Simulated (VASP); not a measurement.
Computed with LDA (Ceperley-Alder, Perdew-Zunger), VASP's LDA PAW potentials (set 64) (plane waves; VASP 6.6.1).

The input files of a VASP run:

POSCAR:
```
Nb3Sn
1
    5.1767126547    -0.0000000000    -0.0000000000
    0.0000000000     5.1767126547    -0.0000000000
   -0.0000000000    -0.0000000000     5.1767126547
Nb Sn
6 2
Direct
  0.2500000000   0.0000000000   0.5000000000
  0.5000000000   0.2500000000   0.0000000000
  0.5000000000   0.7500000000   0.0000000000
  0.7500000000   0.0000000000   0.5000000000
  0.0000000000   0.5000000000   0.7500000000
  0.0000000000   0.5000000000   0.2500000000
  0.5000000000   0.5000000000   0.5000000000
  0.0000000000   0.0000000000   0.0000000000
```

File KPOINTS:
```
kpoints
0
gamma
 6 6 6
```

### INCAR
```
ISMEAR  =  1   # Methfessel-Paxton
ISIF  =  3   # ions, shape and volume
EDIFFG  =  -0.02
LREAL  =  .False.   # projection in real space or not
IBRION  =  2
SIGMA  =  0.1   # width (eV)
ALGO  =  Normal   # blocked Davidson
PSTRESS  =  50   # kbar
NELM  =  100   # most electronic steps
PREC  =  Accurate
LASPH  =  .True.   # aspherical one-centre terms
EDIFF  =  1E-6
LCHARG  =  .False.
ENCUT  =  500   # plane-wave cut-off (eV)
SYSTEM  =  Nb3Sn
NSW  =  40
LWAVE  =  .False.
LMAXMIX  =  4
```

POTCAR, in this order: Nb_sv Sn_d (LDA.64 set). Program: vasp_std.

The run wrote:

File OSZICAR:
```
       N       E                     dE             d eps       ncg     rms          rms(c)
DAV:   1     0.191276610166E+04    0.19128E+04   -0.49338E+04  2586   0.224E+03
DAV:   2     0.212919629267E+03   -0.16998E+04   -0.16679E+04  2752   0.897E+02
DAV:   3    -0.453691487580E+02   -0.25829E+03   -0.24786E+03  3399   0.292E+02
DAV:   4    -0.781458346879E+02   -0.32777E+02   -0.31860E+02  3944   0.904E+01
DAV:   5    -0.809713915695E+02   -0.28256E+01   -0.27949E+01  4656   0.239E+01    0.193E+01
DAV:   6    -0.784586636501E+02    0.25127E+01   -0.89566E+00  3856   0.156E+01    0.677E+00
DAV:   7    -0.781865715605E+02    0.27209E+00   -0.18140E+00  4016   0.719E+00    0.255E+00
DAV:   8    -0.781811035090E+02    0.54681E-02   -0.23490E-01  4160   0.249E+00    0.588E-01
DAV:   9    -0.781825325981E+02   -0.14291E-02   -0.36029E-02  4352   0.111E+00    0.318E-01
DAV:  10    -0.781827105490E+02   -0.17795E-03   -0.51074E-03  3840   0.339E-01    0.554E-02
DAV:  11    -0.781826821403E+02    0.28409E-04   -0.52622E-04  4048   0.137E-01    0.231E-02
DAV:  12    -0.781826809061E+02    0.12342E-05   -0.49781E-05  4080   0.385E-02    0.618E-03
DAV:  13    -0.781826806064E+02    0.29968E-06   -0.65326E-06  2736   0.148E-02
   1 F= -.73853342E+02 E0= -.73851758E+02  d E =-.738533E+02
```

OUTCAR:
```
------------------------ aborting loop because EDIFF is reached ----------------------------------------
  FORCE on cell =-STRESS in cart. coord.  units (eV):
  Direction    XX          YY          ZZ          XY          YZ          ZX
  --------------------------------------------------------------------------------------
  Total        4.2268128      4.2268128      4.2268128     -0.0000000      0.0000000      0.0000000
  in kB       48.8159133     48.8159133     48.8159133     -0.0000000      0.0000000      0.0000000
  external PRESSURE =      -1.1840867 kB  Pullay stress =      50.0000000 kB
  volume of cell :      138.73
      direct lattice vectors                 reciprocal lattice vectors
     5.176712655  0.000000000  0.000000000     0.193172785  0.000000000  0.000000000
     0.000000000  5.176712655  0.000000000     0.000000000  0.193172785  0.000000000
     0.000000000  0.000000000  5.176712655     0.000000000  0.000000000  0.193172785
 POSITION                                       TOTAL-FORCE (eV/Angst)
 -----------------------------------------------------------------------------------
      1.29418      0.00000      2.58836        -0.000000      0.000000     -0.000000
      2.58836      1.29418      0.00000        -0.000000      0.000000      0.000000
      2.58836      3.88253      0.00000         0.000000     -0.000000     -0.000000
      3.88253      0.00000      2.58836         0.000000     -0.000000      0.000000
      0.00000      2.58836      3.88253        -0.000000      0.000000     -0.000000
      0.00000      2.58836      1.29418        -0.000000      0.000000      0.000000
      2.58836      2.58836      2.58836         0.000000     -0.000000      0.000000
      0.00000      0.00000      0.00000         0.000000     -0.000000      0.000000
 -----------------------------------------------------------------------------------
    total drift:                                0.000000     -0.000000      0.000000
  FREE ENERGIE OF THE ION-ELECTRON SYSTEM (eV)
  ---------------------------------------------------
  free  energy   TOTEN  =       -78.1826806064 eV

  energy  without entropy=      -78.1779290157  energy(sigma->0) =      -78.18109674
  enthalpy is  TOTEN    =       -73.8533415498 eV   P V=        4.3293390566

 reached required accuracy - stopping structural energy minimisation
```
(Selected blocks of OUTCAR.)

The compound is Nb3Sn in the A15 structure. It was relaxed first under an external pressure of 5 GPa.
